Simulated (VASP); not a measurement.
Calculation: PBEsol GGA, VASP's PBE PAW potentials (set 64) (plane waves; VASP).

A VASP calculation is set up with these files.

INCAR:
```
! general
SYSTEM =PbTe
PREC   =Accurate
ENCUT  =500
LREAL  =F
LASPH  =T

! electronic loop
EDIFF  =1E-6
NELM   =100
ALGO   =Normal
LMAXMIX=4

! smearing
ISMEAR =0
SIGMA  =0.05

! functional
GGA    =PS

! ions
IBRION =2
NSW    =40
ISIF   =3
EDIFFG =-0.02
PSTRESS=100

! output
LWAVE  =F
LCHARG =F
```

File POSCAR:
```
PbTe
1
    0.0000000000     3.1252668048     3.1252668048
    3.1252668048     0.0000000000     3.1252668048
    3.1252668048     3.1252668048     0.0000000000
Pb Te
1 1
Direct
  0.0000000000   0.0000000000   0.0000000000
  0.5000000000   0.5000000000   0.5000000000
```

KPOINTS:
```
Automatic mesh
0
Gamma
7 7 7
0 0 0
```

POTCAR, in this order: Pb_d Te (PBE.64 set). Program: vasp_std.

### Question
What will the output report for the number of irreducible k-points (NKPTS), largest plane-wave count, number of space-group operations, FFT grid (NGX, NGY, NGZ)?

### Answer

The number of irreducible k-points (NKPTS) is 20, the largest plane-wave count comes out as 1564 and the number of space-group operations is 48. The FFT grid (NGX, NGY, NGZ) comes out as 32 × 32 × 32.

The structure was generated: PbTe was put into the rock salt type (Fm-3m), which need not be its known phase. This run relaxes it under an external pressure of 10 GPa. Symmetry was kept, so distortions that lower it aren't found.
